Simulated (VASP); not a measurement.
# MgAlF5 (P1) in VASP: single point with r2SCAN

Aim: the single point of MgAlF5 with r2SCAN.

Program: VASP 6.6.1. These are calculated values, not measurements. Logs are shortened: lines on timing, memory, paths and dates and some standing lists are left out, and cuts for length are marked.

### Step 1. Starting point

The typed cell holds 7 atoms: a = 3.538 Å, b = 4.965 Å, c = 5.004 Å, α = 90.70°, β = 111.81°, γ = 68.64°.

The cell was built by a generator and needn't be a form met in nature.

### Step 2. Single point, r2SCAN

POSCAR reads:

```
MgAlF5
1.0
   -0.0127120400     -0.0377325300      3.5373303300
    3.4896081100     -3.0458331900      1.7882313900
    3.5166122600      3.0627983400     -1.8143076200
Mg Al F
1 1 5
Direct
    0.0332190000      0.9900650000      0.0267630000
    0.9801830000      0.4987140000      0.4990300000
    0.9759300000      0.7575020000      0.7340260000
    0.9908840000      0.2658340000      0.2534190000
    0.5201250000      0.4854530000      0.5266520000
    0.7273520000      0.7903630000      0.2011070000
    0.2807400000      0.2326490000      0.8158390000
```

INCAR.step1 reads:

```
SYSTEM = MgAlF5
PREC = Accurate
ENCUT = 520
ISMEAR = -5
SIGMA = 0.1
LREAL = .False.
LASPH = .True.
NELM = 100
NBANDS = 29
GGA = PE
ALGO = Normal
EDIFF = 1E-4
LWAVE = .True.
LCHARG = .False.
```

INCAR.step2 reads:

```
SYSTEM = MgAlF5
PREC = Accurate
ENCUT = 520
EDIFF = 1E-7
ISMEAR = -5
SIGMA = 0.1
LREAL = .False.
LASPH = .True.
NELM = 100
ALGO = Normal
ISIF = 2
LWAVE = .False.
LCHARG = .False.
METAGGA = R2SCAN
LMIXTAU = .True.
NBANDS = 29
ISTART = 1
```

KPOINTS reads:

```
regular mesh
0
Gamma
  6 4 4
  0 0 0
```

Potentials or basis: VASP PAW PBE potentials, release 64 (Mg, Al, F).

The run is started by

```bash
$ cat potpaw_PBE.64/Mg/POTCAR potpaw_PBE.64/Al/POTCAR potpaw_PBE.64/F/POTCAR > POTCAR
$ cp INCAR.step1 INCAR
$ mpirun -np 1 vasp_std > vasp.out
$ cp INCAR.step2 INCAR
$ mpirun -np 1 vasp_std > vasp.out
```

OUTCAR:

```text
SYSTEM = MgAlF5
   PREC = Accurate
   ENCUT = 520
   EDIFF = 1E-7
   ISMEAR = -5
   LREAL = .False.
   LASPH = .True.
   NELM = 100
   ISIF = 2
   METAGGA = R2SCAN
   ISTART = 1

 ion  position               nearest neighbor table
   1  0.033  0.990  0.027-   4 1.77   3 1.85   6 2.10   6 2.10   7 2.19   7 2.29   2 3.33   2 3.44

   2  0.980  0.499  0.499-   4 1.68   5 1.71   3 1.73   7 1.78   6 1.80   5 1.84   1 3.33   1 3.44

   3  0.976  0.758  0.734-   2 1.73   1 1.85
   4  0.991  0.266  0.253-   2 1.68   1 1.77
   5  0.520  0.485  0.527-   2 1.71   2 1.84
   6  0.727  0.790  0.201-   2 1.80   1 2.10   1 2.10
   7  0.281  0.233  0.816-   2 1.78   1 2.19   1 2.29

  LATTYP: Found a triclinic cell.
 ALAT       =     5.0038992395
 B/A-ratio  =     1.4001659707
 C/A-ratio  =     0.7069595611
 COS(alpha) =     0.0073408423
 COS(beta)  =     0.3716098273
 COS(gamma) =     0.7055990310

  Lattice vectors:

 A1 = (   3.5166122600,   3.0627983400,  -1.8143076200)
 A2 = (   7.0062203700,   0.0169651500,  -0.0260762300)
 A3 = (   0.0127120400,   0.0377325300,  -3.5373303300)

Analysis of symmetry for initial positions (statically):
=====================================================================
 Subroutine PRICEL returns:
 Original cell was already a primitive cell.

 Routine SETGRP: Setting up the symmetry group for a
 triclinic supercell.

 Subroutine GETGRP returns: Found  1 space group operations
 (whereof  1 operations were pure point group operations)
 out of a pool of  2 trial point group operations.

The static configuration has the point symmetry C_1 .

Analysis of symmetry for dynamics (positions and initial velocities):
=====================================================================
 Subroutine PRICEL returns:
 Original cell was already a primitive cell.

 Routine SETGRP: Setting up the symmetry group for a
 triclinic supercell.

 Subroutine GETGRP returns: Found  1 space group operations
 (whereof  1 operations were pure point group operations)
 out of a pool of  2 trial point group operations.

The dynamic configuration has the point symmetry C_1 .

 Subroutine INISYM returns: Found  1 space group operations
 (whereof  1 operations are pure point group operations),
 and found     1 'primitive' translations

----------------------------------------------------------------------------------------

                                     Primitive cell

  volume of cell :      75.2185

  direct lattice vectors                    reciprocal lattice vectors
    -0.012712040 -0.037732530  3.537330330     0.000652582  0.167774486  0.284491059
     3.489608110 -3.045833190  1.788231390     0.143125379 -0.165070584 -0.001246453
     3.516612260  3.062798340 -1.814307620     0.142340632  0.164409483  0.002265275

  length of vectors
     3.537554410  4.965101820  5.003899239     0.330278468  0.218482781  0.217477505

  position of ions in fractional coordinates (direct lattice)
     0.033219000  0.990065000  0.026763000
     0.980183000  0.498714000  0.499030000
     0.975930000  0.757502000  0.734026000
     0.990884000  0.265834000  0.253419000
     0.520125000  0.485453000  0.526652000
     0.727352000  0.790363000  0.201107000
     0.280740000  0.232649000  0.815839000

  ion indices of the primitive-cell ions
   primitive index   ion index
                 1           1
                 2           2
                 3           3
                 4           4
                 5           5
                 6           6
                 7           7

----------------------------------------------------------------------------------------

 KPOINTS: regular mesh

Automatic generation of k-mesh.
 Grid dimensions read from file:
 generate k-points for:    6    4    4

 Generating k-lattice:

  Cartesian coordinates                     Fractional coordinates (reciprocal lattice)
     0.000108764  0.027962414  0.047415176     0.166666667 -0.000000000  0.000000000
     0.035781345 -0.041267646 -0.000311613     0.000000000  0.250000000 -0.000000000
     0.035585158  0.041102371  0.000566319     0.000000000 -0.000000000  0.250000000

  Length of vectors
     0.055046411  0.054620695  0.054369376

  Shift w.r.t. Gamma in fractional coordinates (k-lattice)
     0.000000000  0.000000000  0.000000000

 TETIRR: Found    288 inequivalent tetrahedra from      576

 Subroutine IBZKPT returns following result:
 ===========================================

 Found     52 irreducible k-points:

 Following reciprocal coordinates:
            Coordinates               Weight
  0.000000  0.000000  0.000000      1.000000
  0.166667  0.000000  0.000000      2.000000
  0.333333  0.000000  0.000000      2.000000
  0.500000 -0.000000  0.000000      1.000000
 -0.000000  0.250000 -0.000000      2.000000
  0.166667  0.250000 -0.000000      2.000000
[... 16 lines left out ...]
  0.333333  0.250000  0.250000      2.000000
  0.500000  0.250000  0.250000      2.000000
 [... further k-points ...]
   k-points           NKPTS =     52   k-points in BZ     NKDIM =     52   number of bands    NBANDS=     29
   number of dos      NEDOS =    301   number of ions     NIONS =      7
   total plane-waves  NPLWV =  44800
   dimension x,y,z NGX =    28 NGY =   40 NGZ =   40
   dimension x,y,z NGXF=    56 NGYF=   80 NGZF=   80
   ions per type =               1   1   5
   NGX,Y,Z   is equivalent  to a cutoff of  13.16, 13.39, 13.29 a.u.
   NGXF,Y,Z  is equivalent  to a cutoff of  26.32, 26.79, 26.58 a.u.
 SYSTEM =  MgAlF5
   PREC   = accura    normal or accurate (medium, high low for compatibility)
   ISTART =      1    job   : 0-new  1-cont  2-samecut
   ICHARG =      0    charge: 1-file 2-atom 10-const
   ISPIN  =      1    spin polarized calculation?
   LNONCOLLINEAR =      F non collinear calculations
   LSORBIT =      F    spin-orbit coupling
   LASPH  =      T    aspherical Exc in radial PAW
   ENCUT  =  520.0 eV  38.22 Ry    6.18 a.u.   6.58  9.23  9.30*2*pi/ulx,y,z
   NELM   =    100;   NELMIN=  2; NELMDL=  0     # of ELM steps
   EDIFF  = 0.1E-06   stopping-criterion for ELM
   LREAL  =      F    real-space projection
   EDIFFG = 0.1E-05   stopping-criterion for IOM
   NSW    =      0    number of steps for IOM
   IBRION =     -1    ionic relax: 0-MD 1-quasi-New 2-CG
   NFREE  =      0    steps in history (QN), initial steepest desc. (CG)
   ISIF   =      2    stress and relaxation
   ISYM   =      2    0-nonsym 1-usesym 2-fastsym
   POTIM  = 0.5000    time-step for ionic-motion
   TEBEG  =    0.0;   TEEND  =   0.0 temperature during run
   PSTRESS=    0.0 pullay stress
   NELECT =      40.0000    total number of electrons
   NUPDOWN=      -1.0000    fix difference up-down
   EMIN   =  10.00;   EMAX   =-10.00  energy-range for DOS
   EFERMI =   0.00;   METHOD = LEGACY
   ISMEAR =    -5;   SIGMA  =   0.10  broadening in eV -4-tet -1-fermi 0-gaus
   EFERMI_NEDOS =   21; number of points for ismear=-14 and -15
   IALGO  =     38    algorithm
   IMIX   =      4    mixing-type and parameters
     AMIX     =   0.40;   BMIX     =  1.00
     AMIX_MAG =   1.60;   BMIX_MAG =  1.00
  volume/ion in A,a.u.               =      10.75        72.51
  Fermi-wavevector in a.u.,A,eV,Ry     =   1.326335  2.506410 23.934899  1.759165
  Thomas-Fermi vector in A             =   2.455730
   LORBIT       =      0    0 simple, 1 ext, 2 COOP (PROOUT), +10 PAW based schemes
   METAGGA = R2SCAN    functional components
   LHFCALC =     F    Hartree Fock is set to
   AEXX    =    0.0000 exact exchange contribution
   IVDW    =     0    specifies the selected vdW correction
   LEPSILON=     F    determine dielectric tensor
   LRPA    =     F    only Hartree local field effects (RPA)
 non-spin polarized calculation
 Fermi weights with tetrahedron method with Bloechl corrections
  energy-cutoff  :      520.00
  volume of cell :       75.22
 maximum number of plane-waves:      2041
 NGX is ok and might be reduce to    28
   NGX = 13   NGY = 19   NGZ = 19

 number of electron      40.0000002 magnetization

 Free energy of the ion-electron system (eV)
  ---------------------------------------------------
  ext. energy  EPLUGINS =         0.00000000
  ---------------------------------------------------
  free energy    TOTEN  =       -52.60515390 eV

  energy without entropy =      -52.60515390  energy(sigma->0) =      -52.60515390

 E-fermi :  -0.9910     XC(G=0): -10.2110

 val. band max:       -0.9925987545   @ k =   0.0000   0.0000   0.0000
 cond. band min:       6.8912120404   @ k =   0.0000   0.0000   0.0000
 fundamental gap:      7.8838107949
 Fermi energy:        -0.9909852959

 k-point     1 :       0.0000    0.0000    0.0000
  band No.  band energies     occupation
      1     -24.3167      2.00000
      2     -23.2699      2.00000
      3     -23.1067      2.00000
      4     -22.5560      2.00000
      5     -22.1414      2.00000
      6      -6.3133      2.00000
[... 21 lines left out ...]
     28      17.4703      0.00000
     29      17.9100      0.00000

 k-point     2 :       0.1667    0.0000    0.0000
  band No.  band energies     occupation
      1     -24.2020      2.00000
      2     -23.3135      2.00000
      3     -23.1150      2.00000
      4     -22.5802      2.00000
      5     -22.1485      2.00000
      6      -6.8534      2.00000
[... 21 lines left out ...]
     28      16.5096      0.00000
     29      16.9159      0.00000

 k-point     3 :       0.3333    0.0000    0.0000
  band No.  band energies     occupation
      1     -23.9143      2.00000
      2     -23.4196      2.00000
      3     -23.1348      2.00000
      4     -22.6566      2.00000
      5     -22.1747      2.00000
      6      -7.1596      2.00000
[... 638 lines left out ...]
      5     -22.1754      2.00000
      6      -6.9500      2.00000
[... 21 lines left out ...]
     28      16.1496      0.00000
     29      16.9977      0.00000

 k-point    24 :       0.5000    0.2500    0.2500
  band No.  band energies     occupation
      1     -23.6228      2.00000
      2     -23.5706      2.00000
      3     -23.1682      2.00000
      4     -22.7276      2.00000
      5     -22.1859      2.00000
      6      -7.0678      2.00000
[... 21 lines left out ...]
     28      16.3159      0.00000
     29      16.6025      0.00000

 [... further k-points ...]

------------------------ aborting loop because EDIFF is reached ----------------------------------------

  FORCE on cell =-STRESS in cart. coord.  units (eV):
  Direction    XX          YY          ZZ          XY          YZ          ZX
  --------------------------------------------------------------------------------------
  -------------------------------------------------------------------------------------
  Total        9.4361770      2.3415596      0.8466199     -0.7638263      1.0299867      0.1392940
  in kB      200.9935884     49.8759692     18.0332750    -16.2697437     21.9390452      2.9670071
  external PRESSURE =      89.6342776 kB  Pullay stress =       0.0000000 kB

 VOLUME and BASIS-vectors are now :
 -----------------------------------------------------------------------------
  energy-cutoff  :      520.00
  volume of cell :       75.22
      direct lattice vectors                 reciprocal lattice vectors
    -0.012712040 -0.037732530  3.537330330     0.000652582  0.167774486  0.284491059
     3.489608110 -3.045833190  1.788231390     0.143125379 -0.165070584 -0.001246453
     3.516612260  3.062798340 -1.814307620     0.142340632  0.164409483  0.002265275

 POSITION                                       TOTAL-FORCE (eV/Angst)
 -----------------------------------------------------------------------------------
      3.54863     -2.93486      1.83942        -1.326064     -0.602039      0.063439
      3.48275     -0.02756      3.45365         1.335747      0.698548      1.440629
      5.21226     -0.09588      3.47503         0.997855     -0.422403      0.153392
      1.80624     -0.07090      3.52068        -0.297664      0.329606     -0.046580
      3.53946      0.11479      1.75245        -0.290553     -0.704818     -1.422565
      3.45603     -1.81881      3.62137         0.190487     -0.484930     -0.421496
      3.67727      1.77955     -0.07108        -0.609808      1.186036      0.233181
 -----------------------------------------------------------------------------------
    total drift:                                0.003024     -0.000899      0.001316

  FREE ENERGIE OF THE ION-ELECTRON SYSTEM (eV)
  ---------------------------------------------------
  free  energy   TOTEN  =       -52.6051538980 eV

  energy  without entropy=      -52.6051538980  energy(sigma->0) =      -52.60515390
```

Wall time 6.4 min (1 thread of Intel Xeon Platinum 8488C (Sapphire Rapids), shared host); peak memory 0.27 GiB.

Results:

```yaml
Free_energy: -52.6052 eV
Pressure: 9.0 GPa
Largest_force: 2.085 eV/Å
Band_gap_on_the_k_mesh: 7.88 eV, direct
```

Forces in eV/Å, atoms in the order of the input:
```
Mg  -1.326 -0.602  0.063
Al   1.336  0.699  1.441
F    0.998 -0.422  0.153
F   -0.298  0.330 -0.047
F   -0.291 -0.705 -1.423
F    0.190 -0.485 -0.421
F   -0.610  1.186  0.233
```

Levels at points of the mesh, in eV from the valence-band top:
```csv
k point,band 16,band 17,band 18,band 19,band 20,band 21,band 22,band 23,band 24,band 25
"(0.00, 0.00, 0.00)",-1.38,-1.02,-0.82,-0.69,0.00,7.88,12.80,14.67,14.98,15.40
"(0.50, 0.00, 0.00)",-1.28,-1.11,-0.80,-0.74,-0.14,12.18,12.82,13.56,14.25,15.16
"(0.00, 0.50, 0.00)",-1.54,-1.05,-0.97,-0.81,-0.50,9.82,10.67,14.38,14.75,15.44
"(0.50, 0.50, 0.00)",-1.27,-1.04,-0.72,-0.48,-0.23,11.92,12.70,14.07,14.50,15.15
"(0.00, 0.00, 0.50)",-1.47,-1.18,-1.06,-0.92,-0.25,9.82,10.69,14.39,14.97,15.49
"(0.50, 0.00, 0.50)",-1.24,-1.09,-0.74,-0.49,-0.24,11.89,12.66,14.14,14.56,15.13
"(0.00, 0.50, 0.50)",-1.48,-1.26,-1.20,-0.81,-0.70,10.53,11.97,12.38,13.56,14.96
"(0.50, 0.50, 0.50)",-1.37,-1.19,-0.87,-0.69,-0.16,11.92,12.93,13.77,14.04,15.11
```

Caveat: the PAW data sets were made with another functional, which shifts forces and pressure a little. r2SCAN opens gaps a little over a GGA but as a rule still falls short of measured ones.
